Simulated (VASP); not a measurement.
Method: PBEsol GGA, VASP's PBE PAW potentials (set 64) (plane waves; VASP).

Input for VASP

KPOINTS:
```
Automatic mesh
0
Gamma
12 12 3
0 0 0
```

**INCAR**
```
SIGMA=0.1   ! width (eV)
ENCUT=400
LASPH=.TRUE.   ! aspherical one-centre terms
LCHARG=.FALSE.
NSW=60   ! most ionic steps
ISIF=3
PREC=Accurate
ISMEAR=1   ! Methfessel-Paxton
SYSTEM=Pd3Pt
LMAXMIX=6   ! l cut-off of mixed one-centre charges
LREAL=.FALSE.   ! projection in real space or not
IBRION=2   ! conjugate gradients
EDIFF=1E-6   ! SCF stop (eV)
EDIFFG=-0.02   ! ionic stop
ALGO=Normal
GGA=PS
NELM=100   ! most electronic steps
LWAVE=.FALSE.
```

File POSCAR:
```
Pd3Pt
1
    0.0000000000     1.9370960654     1.9370960654
    1.9370960654     0.0000000000     1.9370960654
    7.7632240941     7.7632240941    -0.0148398324
Pt Pd
1 3
Direct
  0.0000000000   0.0000000000   0.0000000000
  0.9978501833   0.9978501833   0.2516123626
  0.0000000000   0.0000000000   0.5000000000
  0.0021498167   0.0021498167   0.7483876374
```

POTCAR, in this order: Pt Pd (PBE.64 set). Program: vasp_std.

Problem. What will the output report for the number of irreducible k-points (NKPTS), number of bands (NBANDS), largest plane-wave count, number of space-group operations, FFT grid (NGX, NGY, NGZ)?

Solution. 
```
Quantity                                      Result
--------------------------------------  ------------
number of irreducible k-points (NKPTS)            49
number of bands (NBANDS)                          24
largest plane-wave count                        1085
number of space-group operations                  12
FFT grid (NGX, NGY, NGZ)                18 × 18 × 72
```

The structure was generated: Pd3Pt was put into an ordered model structure (R-3m), which need not be its known phase. This run relaxes it. Symmetry was kept, so distortions that lower it aren't found. The start is the result of an earlier pass. VASP warned that the highest band is occupied, so more bands are needed.
